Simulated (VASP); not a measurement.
Given:

```
MgO
1.0
    0.00000     2.10808     2.10808
    2.10808     0.00000     2.10808
    2.10808     2.10808     0.00000
Mg O
1 1
Direct
  0.00000   0.00000   0.00000
  0.50000   0.50000   0.50000
```

All values below come from AM05 GGA, VASP's PBE PAW potentials (set 64) (plane waves; VASP 6.6.1). Numerical set-up: 520 eV cut-off, 12×12×12 Γ-centred mesh, tetrahedra with Blöchl corrections, potentials Mg O.

Task: What does the run give for the energy per atom (σ→0), band gap (on the k-mesh) with the smallest direct gap where there is one?

Result: 
```yaml
band gap (on the k-mesh): 4.68 eV
smallest direct gap (on the k-mesh): 4.68 eV
energy per atom (σ→0): -6.069 eV/atom
```

The compound is MgO in the rock salt structure. It was relaxed first.
